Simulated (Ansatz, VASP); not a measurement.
# Cross-check of NaMgBr3 between VASP and Ansatz, part 2 of 2

One calculation is typed for both programs; each brings its own data sets. How far apart do they land? The cell is generated by rule, not measured, and may not be a known phase. The cell is taken from a series of runs on this material, whose earlier steps may have relaxed, scaled, displaced or heated it; both programs get it as it stands.

VASP 6.6.1 and Ansatz 0.2.0.

So far: The structure; Ansatz: relaxation of cell and atoms, PBE, pair 1; VASP: relaxation of cell and atoms, PBE, pair 1; Side by side; Ansatz: relaxation of cell and atoms, PBE, pair 2.

**6. VASP: relaxation of cell and atoms, PBE, pair 2**

Level of this step: PBE; plane waves and PAW (Na_pv, Mg, Br); invented cell (VASP).

The same cell, functional and mesh now go to VASP, with its own data sets.

INCAR

```
SYSTEM = NaMgBr3
PREC = Accurate
ENCUT = 600
EDIFF = 1E-07
NELM = 120
ISMEAR = 0
SIGMA = 0.01
LREAL = .FALSE.
ALGO = Normal
GGA = PE
NBANDS = 21
LORBIT = 11
LWAVE = .FALSE.
LCHARG = .FALSE.
ISIF = 3
IBRION = 2
NSW = 80
EDIFFG = -0.005
LASPH = .TRUE.
GGA_COMPAT = .FALSE.
NELMIN = 4
EFERMI = MIDGAP
KPAR = 2
```

POSCAR

```
NaMgBr3
1.0
    5.3917990000      0.0000000000      0.0000000000
    0.0000000000      5.3917990000      0.0000000000
    0.0000000000      0.0000000000      5.3717830000
Na Mg Br
1 1 3
Direct
    0.0000000000      0.0000000000      0.7975815479
    0.4999999073      0.4999999073      0.5103203164
    0.4999999073      0.0000000000      0.5427810468
    0.4999999073      0.4999999073      0.0242193328
    0.0000000000      0.4999999073      0.5427810468
```

KPOINTS

```
Automatic mesh
0
Gamma
4 4 4
0 0 0
```

The projector-augmented-wave data sets are Na_pv, Mg and Br (PBE family, release 64).

Command:

```sh
$ mpirun -np 2 vasp_std
```

Numbers of over 12 decimals in the logs are rounded to 6 here.

The program printed:

```text
[... set-up lines as in an earlier step ...]
 entering main loop
       N       E                     dE             d eps       ncg     rms          rms(c)
DAV:   1     0.237008242273E+03    0.23701E+03   -0.13702E+04   756   0.138E+03
DAV:   2     0.109212730758E+02   -0.22609E+03   -0.21474E+03   963   0.271E+02
DAV:   3    -0.147080993572E+02   -0.25629E+02   -0.25486E+02   921   0.969E+01
DAV:   4    -0.153580619351E+02   -0.64996E+00   -0.64900E+00   918   0.184E+01
[...]
DAV:  12    -0.147723429391E+02   -0.11095E-04   -0.88202E-06   861   0.212E-02    0.404E-03
DAV:  13    -0.147723452164E+02   -0.22773E-05   -0.28549E-06   901   0.107E-02    0.186E-03
DAV:  14    -0.147723452301E+02   -0.13675E-07   -0.16639E-07   780   0.248E-03
   1 F= -.14772345E+02 E0= -.14772345E+02  d E =-.147723E+02
[...]
N       E                     dE             d eps       ncg     rms          rms(c)
DAV:   1    -0.147729741390E+02   -0.62892E-03   -0.11683E-02   923   0.891E-01    0.128E-01
DAV:   2    -0.147725144917E+02    0.45965E-03   -0.76395E-04   876   0.177E-01    0.533E-02
DAV:   3    -0.147724278324E+02    0.86659E-04   -0.28288E-04   892   0.102E-01    0.210E-02
DAV:   4    -0.147724261338E+02    0.16986E-05   -0.66949E-06   879   0.180E-02    0.409E-03
DAV:   5    -0.147724261054E+02    0.28346E-07   -0.63334E-07   969   0.544E-03
   2 F= -.14772426E+02 E0= -.14772426E+02  d E =-.808753E-04
 trial-energy change:   -0.000081  1 .order   -0.000078   -0.000118   -0.000037
 step:   1.3475(harm=  1.4598)  dis= 0.00013  next Energy=   -14.772433 (dE=-0.875E-04)
 reached required accuracy - stopping structural energy minimisation
```

From OUTCAR (step 6):

```text
  Total       -0.0178389     -0.0178389     -0.0226676      0.0000000      0.0000000      0.0000000
  in kB       -0.1833551     -0.1833551     -0.2329863      0.0000000      0.0000000      0.0000000
  external PRESSURE =      -0.1998988 kB  Pullay stress =       0.0000000 kB

 POSITION                                       TOTAL-FORCE (eV/Angst)
 -----------------------------------------------------------------------------------
      0.00000      5.38856      4.28179         0.000000     -0.000000      0.004575
      2.69428      2.69428      2.73965         0.000000     -0.000000      0.002846
      2.69428      5.38856      2.91374         0.000000     -0.000000     -0.003216
      2.69428      2.69428      0.13005         0.000000      0.000000     -0.000989
      0.00000      2.69428      2.91374         0.000000      0.000000     -0.003216
 -----------------------------------------------------------------------------------
    total drift:                                0.000661      0.000661     -0.000013

  FREE ENERGIE OF THE ION-ELECTRON SYSTEM (eV)
  ---------------------------------------------------
  free  energy   TOTEN  =       -14.7724261054 eV

  energy  without entropy=      -14.7724261054  energy(sigma->0) =      -14.77242611

[... 1 part as in an earlier step ...]

[... 3 further parts left out ...]
[key lines of the parts left out:]
E-fermi :   0.7933
```

The run keeps the 8 symmetry operations of its start, so it cannot find a distortion of lower symmetry.

**7. Comparison**

What differs besides the data sets and the points named for the pairs above, as far as they apply: the data sets hold 40 valence electrons in Ansatz (on its default PAW (the set named soft_2) files) and 30 in VASP. Total energies have different zeros and are not compared.

Both answers:

```tsv
quantity	Ansatz	VASP	difference
volume (Å³)	156.17	155.88	+0.18 %
edge a after relaxation, in the typed setting (Å)	5.392	5.389	+0.06 %
edge c after relaxation, in the typed setting (Å)	5.372	5.368	+0.07 %
```

**8. VASP: relaxation of cell and atoms, PBE, pair 3**

The relaxed volume is the usual yardstick between codes: in a stiff, nearly cubic crystal its relative difference is about their pressure difference at one cell divided by the bulk modulus.

INCAR is that of step 6.

POSCAR

```
NaMgBr3
1.0
    5.2834320000      0.0000000000      0.0000000000
    0.0000000000      3.7654850000      3.8967440000
    0.0000000000     -3.7654850000      3.8967440000
Na Mg Br
1 1 3
Direct
    0.0000000000      0.1242668238      0.1242668238
    0.5000000000      0.4973317467      0.4973317467
    0.5000000000      0.4551544989      0.9866066226
    0.5000000000      0.9866066226      0.4551544989
    0.0000000000      0.4948467233      0.4948467233
```

KPOINTS is that of step 6.

Command:

```sh
$ mpirun -np 2 vasp_std
```

The program printed:

```text
[... set-up lines as in an earlier step ...]
 entering main loop
       N       E                     dE             d eps       ncg     rms          rms(c)
DAV:   1     0.242956037322E+03    0.24296E+03   -0.13584E+04   882   0.137E+03
DAV:   2     0.115787441403E+02   -0.23138E+03   -0.21989E+03  1148   0.275E+02
DAV:   3    -0.146458289392E+02   -0.26225E+02   -0.26067E+02  1057   0.990E+01
DAV:   4    -0.153301801297E+02   -0.68435E+00   -0.68306E+00  1073   0.189E+01
[...]
DAV:  12    -0.147503370113E+02   -0.11627E-04   -0.13669E-05   992   0.260E-02    0.344E-03
DAV:  13    -0.147503375706E+02   -0.55927E-06   -0.13219E-06  1119   0.736E-03    0.258E-03
DAV:  14    -0.147503376049E+02   -0.34306E-07   -0.20998E-07   914   0.305E-03
   1 F= -.14750338E+02 E0= -.14750338E+02  d E =-.147503E+02
[...]
N       E                     dE             d eps       ncg     rms          rms(c)
DAV:   1    -0.147508736039E+02   -0.53603E-03   -0.98867E-03  1047   0.817E-01    0.118E-01
DAV:   2    -0.147504840835E+02    0.38952E-03   -0.64180E-04  1012   0.162E-01    0.490E-02
DAV:   3    -0.147504103755E+02    0.73708E-04   -0.23928E-04  1056   0.930E-02    0.193E-02
DAV:   4    -0.147504090516E+02    0.13239E-05   -0.55459E-06  1027   0.167E-02    0.417E-03
DAV:   5    -0.147504091079E+02   -0.56271E-07   -0.51818E-07  1120   0.497E-03
   2 F= -.14750409E+02 E0= -.14750409E+02  d E =-.715030E-04
 trial-energy change:   -0.000072  1 .order   -0.000067   -0.000100   -0.000035
 step:   1.3551(harm=  1.5352)  dis= 0.00014  next Energy=   -14.750415 (dE=-0.779E-04)
 reached required accuracy - stopping structural energy minimisation
```

OUTCAR, selected parts (step 8):

```text
  Total       -0.0193441     -0.0215165     -0.0190414      0.0000000      0.0000000      0.0000000
  in kB       -0.2002284     -0.2227148     -0.1970955      0.0000000      0.0000000      0.0000000
  external PRESSURE =      -0.2066796 kB  Pullay stress =       0.0000000 kB

 POSITION                                       TOTAL-FORCE (eV/Angst)
 -----------------------------------------------------------------------------------
      0.00000      0.00000      0.96788         0.000000      0.000000     -0.004156
      2.64014      0.00000      3.87383         0.000000      0.000000     -0.002464
      2.64014     -1.99995      5.61518         0.000000      0.001621      0.001554
      2.64014      1.99995      5.61518         0.000000     -0.001621      0.001554
      0.00000      0.00000      3.85458         0.000000      0.000000      0.003512
 -----------------------------------------------------------------------------------
    total drift:                                0.000000      0.000000      0.000158

  FREE ENERGIE OF THE ION-ELECTRON SYSTEM (eV)
  ---------------------------------------------------
  free  energy   TOTEN  =       -14.7504091079 eV

  energy  without entropy=      -14.7504091079  energy(sigma->0) =      -14.75040911

[... 1 part as in an earlier step ...]

[... 3 further parts left out ...]
[key lines of the parts left out:]
E-fermi :   0.8421
```

**9. Ansatz: relaxation of cell and atoms, PBE, pair 3**

The same cell, functional and mesh now go to Ansatz, which takes its cutoff from its data sets.

The cell is taken from a series of runs on this material, whose earlier steps may have relaxed, scaled, displaced or heated it; both programs get it as it stands.

input.yaml

```yaml
crystal:
  lattice:
    - [5.2834322442, 0.0, 0.0]
    - [0.0, 3.765484547, 3.8967436219]
    - [0.0, -3.765484547, 3.8967436219]
  atoms:
    - { symbol: Na, position: [0.0, 0.1242668433, 0.1242668433] }
    - { symbol: Mg, position: [0.5, 0.4973317837, 0.4973317837] }
    - { symbol: Br, position: [0.5, 0.455154596, 0.9866067325] }
    - { symbol: Br, position: [0.5, 0.9866067325, 0.455154596] }
    - { symbol: Br, position: [0.0, 0.4948467557, 0.4948467557] }
kpoints:
  mp_grid: { grid: [4, 4, 4] }
hamiltonian:
  xc: pbe
scf:
  occupations: { method: fixed }
output:
  forces: true
  stress: true
  eigenvalues: true
relax:
  adjacent_minimum: "off"
  f_tol: 0.001
  max_steps: 60
  cell: { stress_tol: 0.01 }
```

Command:

```sh
$ ansatz run input.yaml --threads 4 --pin off --max-ram 14336MiB --backend cpu --events-out ev --progress --plain --runs-dir out
```

The program printed:

```text
[...]
Crystal: 5 atoms, lattice volume = 155.049 Å³
Basis set: ecut = 420 eV, 3017 PW (Γ), exchange–correlation on 72×80×80 points (8 copies of the dense FFT grid, shifted against one another)
Bands: 25, of which v1, the nominal top of the filled ones, is band 20 counted from 1 (19 counted from 0)
Symmetry: 4 space group operations
[...]
k-points: 21 of 64 (time reversal used)
[...]
cell:  # Å, volume = 155.0490 Å³
    - [5.2834322442, 0.0, 0.0]
    - [0.0, 3.765484547, 3.8967436219]
    - [0.0, -3.765484547, 3.8967436219]
  atoms:
    - { symbol: Na, position: [0.0, 0.1242668433, 0.1242668433] }
    - { symbol: Mg, position: [0.5, 0.497332, 0.497332] }
    - { symbol: Br, position: [0.5, 0.455155, 0.9866067325] }
    - { symbol: Br, position: [0.5, 0.9866067325, 0.455155] }
    - { symbol: Br, position: [0.0, 0.4948467557, 0.4948467557] }
[key lines of the parts left out:]
SCF converged after 8 iterations
Free energy (F): -11766.769016 eV
Fermi energy:    1.582723 eV
P = ⅓ Tr σ = -0.0027 GPa (-0.027 kbar)
```

**10. Side by side**

What differs besides the data sets and the points named for the pairs above, as far as they apply: the data sets hold 40 valence electrons in Ansatz (on its default PAW (the set named soft_2) files) and 30 in VASP. Total energies have different zeros and are not compared.

The two programs side by side:

```tsv
quantity	Ansatz	VASP	difference
volume (Å³)	155.05	154.79	+0.17 %
edge a after relaxation, in the typed setting (Å)	5.283	5.280	+0.06 %
edge b after relaxation, in the typed setting (Å)	5.419	5.416	+0.06 %
```

**11. Results**

```json
{
 "difference in volume (relaxation of cell and atoms, PBE, pair 1)": "0.18 %",
 "difference in volume (relaxation of cell and atoms, PBE, pair 2)": "0.18 %",
 "difference in volume (relaxation of cell and atoms, PBE, pair 3)": "0.17 %"
}
```

What this shows: The difference in volume is 0.18 % (relaxation of cell and atoms, PBE, pair 2), within the 1.2 % picked in this series as the mark of a large difference, as far as the stopping tolerances let one tell. The data sets hold unlike numbers of valence electrons (40 in Ansatz and 30 in VASP), so part of the differences comes from the potentials. 5 further runs of this series are not shown here. How closely two codes agree says nothing of how well the functional describes the real material.

[Lines on the potential files, build, host, timing and source positions are cut from VASP's logs without a mark.]

[Logs are printed without paths, hosts, clocks, repeated set-up lines and the standing remarks that a program may print on its own settings, such as how far it seeks lower states.]

[Hosts, paths, dates, database ids (printed as entryN), source tags and the programs' standing remarks are cut or masked in the printed files.]
